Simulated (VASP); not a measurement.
Here is the system:

```yaml
crystal:
  lattice:
    - [1.52000, -4.80642, 0.00000]
    - [1.52000, 4.80642, 0.00000]
    - [0.00000, 0.00000, 4.01495]
  atoms:
    - { symbol: Cl, position: [0.39832, 0.60168, 0.58056] }
    - { symbol: Cl, position: [0.60168, 0.39832, 0.41944] }
    - { symbol: Cl, position: [0.89832, 0.10168, 0.91944] }
    - { symbol: Cl, position: [0.10168, 0.89832, 0.08056] }
```

Calculation: PBE GGA, VASP's PBE PAW potentials (set 64) (plane waves; VASP 6.6.1). Numerical set-up: 400 eV cut-off, 7×7×5 Γ-centred mesh, Gaussian smearing of 0.010 eV, potentials Cl.

Problem. Give the force on each atom (eV/Å).

Solution. 
| atom | Fx | Fy | Fz |
|---|---|---|---|
| Cl1 | 0.000 | 4.793 | -5.884 |
| Cl2 | 0.000 | -4.793 | 5.884 |
| Cl3 | 0.000 | 4.793 | 5.884 |
| Cl4 | 0.000 | -4.793 | -5.884 |

Problem. Give the stress tensor in GPa (positive for a compressed cell).

Solution. 
```
91.43   0.00   0.00
 0.00  60.67   0.00
 0.00   0.00  77.54
```
The pressure is its mean diagonal, 76.55 GPa.

The structure was generated: Cl was put into the black-P type (Cmce), which need not be its known phase. The cell was not relaxed at this level. The k-mesh is coarse (spacing up to 0.31 per Å, 2π included), so the numbers may not be converged in it. The run is one of a series of settings (SIGMA = 0.01 against the base run), some of them coarse on purpose.
